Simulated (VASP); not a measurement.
Input:

```
CELL_PARAMETERS angstrom
      0.00000     2.51214     2.51214
      2.51214     0.00000     2.51214
      2.51214     2.51214     0.00000
ATOMIC_POSITIONS crystal
  I  0.00000 0.00000 0.00000
```

These are PBEsol GGA, VASP's PBE PAW potentials (set 64) (plane waves; VASP 6.6.1) values and carry that method's errors. Settings: 400 eV cut-off, 14×14×14 Γ-centred mesh, tetrahedra with Blöchl corrections, potentials I.

Unless said otherwise, spin-orbit coupling is left out, though it shifts the bands of the heavy elements here.

**Question.** Tabulate the total density of states (states/eV per cell) against energy (eV; zero at the valence-band maximum or, without a gap, the Fermi level).

**Answer.** 
```
E (eV) | DOS (states/eV)
    -9.98 |  0.00
    -9.74 |  0.00
    -9.50 |  0.00
    -9.26 |  0.00
    -9.02 |  0.00
    -8.90 |  0.00
    -8.66 |  0.00
    -8.42 |  0.00
    -8.18 |  0.00
    -7.94 |  0.00
    -7.70 |  0.00
    -7.46 |  0.00
    -7.22 |  0.00
    -6.98 |  0.00
    -6.74 |  0.00
    -6.62 |  0.00
    -6.38 |  0.00
    -6.14 |  0.00
    -5.90 |  0.00
    -5.66 |  0.00
    -5.42 |  0.00
    -5.18 | ### 0.16
    -4.94 | ###### 0.35
    -4.70 | ########## 0.57
    -4.46 | ################# 1.00
    -4.34 | ####################### 1.37
    -4.10 | ############################## 1.76
    -3.86 | ################## 1.04
    -3.62 | ######## 0.46
    -3.38 | ######### 0.51
    -3.14 | ############ 0.71
    -2.90 | ############# 0.74
    -2.66 | ############# 0.74
    -2.42 | ############# 0.75
    -2.18 | ############# 0.75
    -2.06 | ############# 0.75
    -1.82 | ############### 0.86
    -1.58 | ################## 1.04
    -1.34 | ####################### 1.36
    -1.10 | ######################## 1.39
    -0.86 | ####################### 1.33
    -0.62 | ####################### 1.35
    -0.38 | ###################### 1.31
    -0.14 | ###################### 1.32
     0.10 | ####################### 1.35
     0.22 | ####################### 1.33
     0.46 | ################ 0.95
     0.70 | ########### 0.67
     0.94 | ######## 0.50
     1.18 | ## 0.14
     1.42 |  0.00
     1.66 |  0.00
     1.90 |  0.00
     2.14 |  0.00
     2.38 |  0.00
     2.50 |  0.00
     2.74 |  0.00
     2.98 |  0.00
     3.22 |  0.00
     3.46 |  0.00
```
Within 2 eV below the Fermi level the largest weight inside VASP's projection spheres is I p.

The structure was generated: I was put into the fcc type (Fm-3m), which need not be its known phase. It was relaxed first, which changed the volume by -10 %.
